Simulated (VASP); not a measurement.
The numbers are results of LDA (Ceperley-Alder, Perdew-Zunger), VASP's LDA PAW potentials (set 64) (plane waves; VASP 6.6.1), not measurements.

Input for VASP

INCAR:
```
ALGO = Normal
EDIFF = 1E-7
EDIFFG = -0.01
ENCUT = 520
IBRION = 2
ISIF = 4
ISMEAR = 0
ISPIN = 2
LASPH = T
LCHARG = F
LMAXMIX = 4
LORBIT = 10
LREAL = F
LWAVE = F
MAGMOM = 4.4 -4.4 -0.0 0.0 0.0 -0.0
NELM = 100
NSW = 30
PREC = Accurate
SIGMA = 0.05
SYSTEM = MnF2
```

File POSCAR:
```
MnF2
1
    4.7580715398     0.0000000000     0.0000000000
    0.0000000000     4.7580715398     0.0000000000
    0.0000000000     0.0000000000     3.2251873675
Mn F
2 4
Direct
  0.0000000000   0.0000000000   1.0000000000
  0.5000000000   0.5000000000   0.5000000000
  0.3022480159   0.3022480159   0.0000000000
  0.8022480159   0.1977519841   0.5000000000
  0.1977519841   0.8022480159   0.5000000000
  0.6977519841   0.6977519841   1.0000000000
```

File KPOINTS:
```
Automatic mesh
0
Gamma
5 5 7
0 0 0
```

POTCAR, in this order: Mn_pv F (LDA.64 set). Program: vasp_std.

The run wrote:

**OUTCAR**
```
 ion  position               nearest neighbor table
   1  0.000  0.000  0.000-   3 2.03   6 2.03   5 2.09   4 2.09   4 2.09   5 2.09
   2  0.500  0.500  0.500-   4 2.03   5 2.03   3 2.09   6 2.09   3 2.09   6 2.09
   3  0.302  0.302  0.000-   1 2.03   2 2.09   2 2.09
   4  0.802  0.198  0.500-   2 2.03   1 2.09   1 2.09
   5  0.198  0.802  0.500-   2 2.03   1 2.09   1 2.09
   6  0.698  0.698  0.000-   1 2.03   2 2.09   2 2.09
  LATTYP: Found a simple tetragonal cell.
 ALAT       =     4.7580715398
 C/A-ratio  =     0.6778349885
 Subroutine PRICEL returns:
 Original cell was already a primitive cell.
 Subroutine GETGRP returns: Found 16 space group operations
The static configuration has the point symmetry D_2h.
 The point group associated with its full space group is D_4h.
The dynamic configuration has the point symmetry D_2h.
The overall configuration has the point symmetry D_2h.
 Subroutine INISYM returns: Found 16 space group operations
 Subroutine IBZKPT returns following result:
 Found     24 irreducible k-points:

 Following reciprocal coordinates:
            Coordinates               Weight
  0.000000  0.000000  0.000000      1.000000
  0.200000  0.000000  0.000000      4.000000
...
```

File OSZICAR:
```
       N       E                     dE             d eps       ncg     rms          rms(c)
DAV:   1     0.719111161122E+03    0.71911E+03   -0.31284E+04  3096   0.194E+03
DAV:   2     0.266863267226E+02   -0.69242E+03   -0.66862E+03  3424   0.561E+02
DAV:   3    -0.434906146226E+02   -0.70177E+02   -0.69649E+02  3352   0.188E+02
DAV:   4    -0.452697087516E+02   -0.17791E+01   -0.17730E+01  3720   0.302E+01
DAV:   5    -0.452986077297E+02   -0.28899E-01   -0.28897E-01  3200   0.428E+00    0.228E+01
DAV:   6    -0.419072284952E+02    0.33914E+01   -0.23417E+01  3720   0.370E+01    0.168E+01
DAV:   7    -0.419495713799E+02   -0.42343E-01   -0.17348E+00  3256   0.111E+01    0.112E+01
DAV:   8    -0.418284614473E+02    0.12111E+00   -0.34200E-01  3400   0.516E+00    0.392E+00
DAV:   9    -0.419237255039E+02   -0.95264E-01   -0.63981E-02  3808   0.283E+00    0.821E-01
DAV:  10    -0.419254979954E+02   -0.17725E-02   -0.14749E-02  3176   0.784E-01    0.165E-01
DAV:  11    -0.419255530572E+02   -0.55062E-04   -0.40103E-04  3752   0.174E-01    0.645E-02
DAV:  12    -0.419255718763E+02   -0.18819E-04   -0.27261E-05  3480   0.449E-02    0.351E-02
DAV:  13    -0.419255782352E+02   -0.63590E-05   -0.81933E-06  3360   0.215E-02    0.103E-02
DAV:  14    -0.419255788562E+02   -0.62097E-06   -0.12892E-06  3720   0.101E-02    0.302E-03
DAV:  15    -0.419255788703E+02   -0.14057E-07   -0.98180E-08  1888   0.276E-03
   1 F= -.41925579E+02 E0= -.41925579E+02  d E =-.419256E+02  mag=    -0.0000
       N       E                     dE             d eps       ncg     rms          rms(c)
DAV:   1    -0.419260063776E+02   -0.42752E-03   -0.20154E-02  3128   0.113E+00    0.139E-01
DAV:   2    -0.419257892416E+02    0.21714E-03   -0.33388E-04  3344   0.172E-01    0.835E-02
DAV:   3    -0.419256923726E+02    0.96869E-04   -0.96782E-05  4016   0.757E-02    0.441E-02
DAV:   4    -0.419256862312E+02    0.61414E-05   -0.19361E-05  3608   0.317E-02    0.127E-02
DAV:   5    -0.419256862864E+02   -0.55128E-07   -0.85614E-07  2712   0.710E-03
   2 F= -.41925686E+02 E0= -.41925686E+02  d E =-.107416E-03  mag=    -0.0000
       N       E                     dE             d eps       ncg     rms          rms(c)
DAV:   1    -0.419287003198E+02   -0.30141E-02   -0.18151E-01  3136   0.339E+00    0.417E-01
DAV:   2    -0.419267398417E+02    0.19605E-02   -0.30084E-03  3328   0.516E-01    0.251E-01
DAV:   3    -0.419258670315E+02    0.87281E-03   -0.87246E-04  4024   0.227E-01    0.132E-01
DAV:   4    -0.419258114026E+02    0.55629E-04   -0.17523E-04  3608   0.954E-02    0.380E-02
DAV:   5    -0.419258119193E+02   -0.51669E-06   -0.77846E-06  3096   0.212E-02    0.233E-02
DAV:   6    -0.419258117729E+02    0.14636E-06   -0.11803E-06  3752   0.898E-03    0.869E-03
DAV:   7    -0.419258118534E+02   -0.80449E-07   -0.27060E-07  3072   0.359E-03
   3 F= -.41925812E+02 E0= -.41925812E+02  d E =-.232983E-03  mag=    -0.0000
       N       E                     dE             d eps       ncg     rms          rms(c)
DAV:   1    -0.419258296830E+02   -0.17910E-04   -0.10667E-03  3120   0.260E-01    0.321E-02
DAV:   2    -0.419258181609E+02    0.11522E-04   -0.17561E-05  3312   0.394E-02    0.193E-02
DAV:   3    -0.419258130021E+02    0.51588E-05   -0.51028E-06  4008   0.173E-02    0.102E-02
DAV:   4    -0.419258126775E+02    0.32457E-06   -0.10152E-06  3592   0.724E-03    0.292E-03
DAV:   5    -0.419258126801E+02   -0.26175E-08   -0.40106E-08  1776   0.162E-03
   4 F= -.41925813E+02 E0= -.41925813E+02  d E =-.233810E-03  mag=     0.0000
       N       E                     dE             d eps       ncg     rms          rms(c)
DAV:   1    -0.419257923227E+02    0.20355E-04   -0.21567E-02  3072   0.968E-01    0.309E-02
DAV:   2    -0.419258385674E+02   -0.46245E-04   -0.50109E-04  3408   0.142E-01    0.195E-02
DAV:   3    -0.419258373270E+02    0.12404E-05   -0.36588E-06  3544   0.139E-02    0.124E-02
DAV:   4    -0.419258363349E+02    0.99210E-06   -0.11519E-06  3616   0.937E-03    0.559E-03
DAV:   5    -0.419258363436E+02   -0.87102E-08   -0.55597E-07  3112   0.481E-03
   5 F= -.41925836E+02 E0= -.41925836E+02  d E =-.236634E-04  mag=    -0.0000
```

OUTCAR:
```
------------------------ aborting loop because EDIFF is reached ----------------------------------------
  FORCE on cell =-STRESS in cart. coord.  units (eV):
  Direction    XX          YY          ZZ          XY          YZ          ZX
  --------------------------------------------------------------------------------------
  Total       -0.0000453     -0.0000453      0.0054624      0.0000000      0.0000000      0.0000000
  in kB       -0.0009949     -0.0009949      0.1198607      0.0000000      0.0000000      0.0000000
  external PRESSURE =       0.0392903 kB  Pullay stress =       0.0000000 kB
  volume of cell :       73.02
      direct lattice vectors                 reciprocal lattice vectors
     4.765414145 -0.000000000  0.000000000     0.209845350 -0.000000000  0.000000000
     0.000000000  4.765414145  0.000000000     0.000000000  0.209845350  0.000000000
     0.000000000  0.000000000  3.215256212     0.000000000  0.000000000  0.311017205
 POSITION                                       TOTAL-FORCE (eV/Angst)
 -----------------------------------------------------------------------------------
      4.76541      4.76541      0.00000         0.000000      0.000000      0.000000
      2.38271      2.38271      1.60763         0.000000      0.000000      0.000000
      1.43898      1.43898      0.00000        -0.002406     -0.002406      0.000000
      3.82169      0.94372      1.60763        -0.002406      0.002406     -0.000000
      0.94372      3.82169      1.60763         0.002406     -0.002406      0.000000
      3.32643      3.32643      3.21526         0.002406      0.002406     -0.000000
 -----------------------------------------------------------------------------------
    total drift:                                0.000000      0.000000      0.000000
  FREE ENERGIE OF THE ION-ELECTRON SYSTEM (eV)
  ---------------------------------------------------
  free  energy   TOTEN  =       -41.9258363436 eV

  energy  without entropy=      -41.9258363436  energy(sigma->0) =      -41.92583634

 total charge

# of ion       s       p       d       tot
------------------------------------------
    1        0.184   6.175   5.008  11.367
    2        0.184   6.175   5.008  11.367
    3        1.728   4.348   0.000   6.075
    4        1.728   4.348   0.000   6.075
    5        1.728   4.348   0.000   6.075
    6        1.728   4.348   0.000   6.075
--------------------------------------------------
tot          7.279  29.741  10.016  47.036

 magnetization (x)

# of ion       s       p       d       tot
------------------------------------------
    1        0.013   0.012   4.412   4.437
    2       -0.013  -0.012  -4.412  -4.437
    3       -0.003  -0.029   0.000  -0.032
    4        0.003   0.029   0.000   0.032
    5        0.003   0.029   0.000   0.032
    6       -0.003  -0.029   0.000  -0.032
--------------------------------------------------
tot         -0.000   0.000   0.000   0.000

 reached required accuracy - stopping structural energy minimisation
```
(Selected blocks of OUTCAR.)

**CONTCAR**
```
MnF2
   1.00000000000000
     4.7654141454548951   -0.0000000000000000    0.0000000000000000
     0.0000000000000000    4.7654141454548951    0.0000000000000000
     0.0000000000000000    0.0000000000000000    3.2152562118501047
  Mn              F
     2     4
Direct
     1.0000000000000000    1.0000000000000000    0.0000000000000000
     0.5000000000000000    0.5000000000000000    0.5000000000000000
     0.3019642699534160    0.3019642699534160    0.0000000000000000
     0.8019642699534161    0.1980357300465840    0.5000000000000000
     0.1980357300465840    0.8019642699534161    0.5000000000000000
     0.6980357300465839    0.6980357300465839    1.0000000000000000
```

**OUTCAR**
```
 val. band max:        3.4849513394   @ k =   0.4000   0.2000   0.4286

 cond. band min:       5.1313394534   @ k =   0.0000   0.0000   0.0000


 Fermi energy:         3.8544634333

 spin component 1

 k-point     1 :       0.0000    0.0000    0.0000
  band No.  band energies     occupation
      1     -45.6755      1.00000
      2     -45.6131      1.00000
      3     -45.6007      1.00000
      4     -41.2427      1.00000
      5     -41.1939      1.00000
      6     -41.1834      1.00000
      7     -21.0163      1.00000
      8     -20.3585      1.00000
      9     -20.3388      1.00000
     10     -20.2697      1.00000
     11      -4.9913      1.00000
     12      -3.9151      1.00000
     13      -3.5462      1.00000
     14      -3.2235      1.00000
     15      -2.8461      1.00000
     16      -2.7936      1.00000
     17      -2.7631      1.00000
     18      -2.7439      1.00000
     19      -1.7255      1.00000
     20      -1.3627      1.00000
     21      -1.3421      1.00000
     22      -1.0090      1.00000
     23       1.6213      1.00000
     24       1.9416      1.00000
     25       2.1226      1.00000
     26       3.0634      1.00000
     27       3.3462      1.00000
     28       5.1313      0.00000
     29       5.3908      0.00000
     30       5.8863      0.00000
     31       5.9006      0.00000
     32       7.0322      0.00000

 k-point     2 :       0.2000    0.0000    0.0000
  band No.  band energies     occupation
      1     -45.6755      1.00000
      2     -45.6131      1.00000
      3     -45.6007      1.00000
      4     -41.2428      1.00000
      5     -41.1939      1.00000
      6     -41.1834      1.00000
      7     -20.9584      1.00000
      8     -20.4347      1.00000
      9     -20.3227      1.00000
     10     -20.2740      1.00000
     11      -4.8270      1.00000
     12      -3.9131      1.00000
     13      -3.4380      1.00000
     14      -3.2337      1.00000
...
```

The compound is MnF2 in the rutile structure. This run relaxes it. Symmetry was kept, so distortions that lower it aren't found.
